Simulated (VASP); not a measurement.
Level of theory: PBE GGA, VASP's PBE PAW potentials (set 64) (plane waves; VASP).

The input files of a VASP run:

### INCAR
```
ALGO = Normal
EDIFF = 1E-6
ENCUT = 400
GGA = PE
ISIF = 2
ISMEAR = 1
LASPH = .TRUE.
LCHARG = .FALSE.
LMAXMIX = 6
LREAL = .FALSE.
LWAVE = .FALSE.
NELM = 100
PREC = Accurate
SIGMA = 0.1
SYSTEM = WSi2
```

### KPOINTS
```
Automatic mesh
0
G
10 10 10
```

File POSCAR:
```
WSi2
1
   -1.6371000000     1.6371000000     3.9933000000
    1.6371000000    -1.6371000000     3.9933000000
    1.6371000000     1.6371000000    -3.9933000000
Si W
2 1
Direct
  0.6650000000   0.6650000000   0.0000000000
  0.3350000000   0.3350000000   0.0000000000
  0.0000000000   0.0000000000   0.0000000000
```

POTCAR, in this order: Si W_sv (PBE.64 set). Program: vasp_std.

Task: What will the output report for the number of irreducible k-points (NKPTS), number of bands (NBANDS), largest plane-wave count, number of space-group operations, FFT grid (NGX, NGY, NGZ)?

Result: 
- number of irreducible k-points (NKPTS) = 102
- number of bands (NBANDS) = 15
- largest plane-wave count = 793
- number of space-group operations = 16
- FFT grid (NGX, NGY, NGZ) = 30 × 30 × 30

The compound is WSi2 in the MoSi2 type structure. The cell was not relaxed at this level.
